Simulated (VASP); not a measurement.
An input for Quantum ESPRESSO's pw.x (written as the equivalent of a VASP run, and not itself run):

```
&CONTROL
  calculation = 'vc-relax'
  pseudo_dir = './pseudo'
  outdir = './out'
  tprnfor = .true.
  tstress = .true.
  nstep = 60
  forc_conv_thr = 0.00078
/
&SYSTEM
  ibrav = 0
  nat = 3
  ntyp = 2
  ecutwfc = 74
  occupations = 'smearing'
  smearing = 'methfessel-paxton'
  degauss = 0.00735
  input_dft = 'pbe'
/
&ELECTRONS
  conv_thr = 7.3e-08
  electron_maxstep = 100
/
&IONS
/
&CELL
/
ATOMIC_SPECIES
  Si 28.085 Si.upf
  W 183.840 W.upf
CELL_PARAMETERS angstrom
    -1.6145624    1.6145624    3.9367633
     1.6145624   -1.6145624    3.9367633
     1.6145624    1.6145624   -3.9367633
ATOMIC_POSITIONS crystal
  Si   0.6652430  0.6652430  0.0000000
  Si   0.3347570  0.3347570  0.0000000
  W    0.0000000  0.0000000  0.0000000
K_POINTS automatic
  12 12 12 0 0 0
```

**Question.** Translate this input to VASP (INCAR, KPOINTS, POSCAR, choice of POTCAR).

**Answer.** One answer among several that fit: 
File POSCAR:
```
WSi2
1
   -1.6145623586     1.6145623586     3.9367633244
    1.6145623586    -1.6145623586     3.9367633244
    1.6145623586     1.6145623586    -3.9367633244
Si W
2 1
Direct
  0.6652430413   0.6652430413   0.0000000000
  0.3347569587   0.3347569587   0.0000000000
  0.0000000000   0.0000000000   0.0000000000
```

**INCAR**
```
# general
SYSTEM  = WSi2
PREC    = Accurate
ENCUT   = 520
LREAL   = .False.   # projection in real space or not
LASPH   = .True.

# electronic loop
EDIFF   = 1E-6   # SCF stop (eV)
NELM    = 100
ALGO    = Normal
LMAXMIX = 6   # l cut-off of mixed one-centre charges

# smearing
ISMEAR  = 1
SIGMA   = 0.1   # width (eV)

# functional
GGA     = PE   # PBE

# ions
IBRION  = 2   # conjugate gradients
NSW     = 60   # most ionic steps
ISIF    = 3   # ions, shape and volume
EDIFFG  = -0.02   # ionic stop

# output
LWAVE   = .False.
LCHARG  = .False.
```

KPOINTS:
```
Automatic mesh
0
Gamma
12 12 12
0 0 0
```

POTCAR, in this order: Si W_sv (PBE.64 set). Program: vasp_std.

Limits of the translation: the potentials are each code's own (VASP's PAW set, PseudoDojo norm-conserving files in pw.x), so ENCUT and ecutwfc are chosen apart and not converted; conv_thr bounds pw.x's estimated SCF error, while EDIFF bounds the energy change between steps; forc_conv_thr acts on force components and is met together with etot_conv_thr.

The compound is WSi2 in the MoSi2 type structure. This run relaxes it. Symmetry was kept, so distortions that lower it aren't found. The start is the result of an earlier pass.
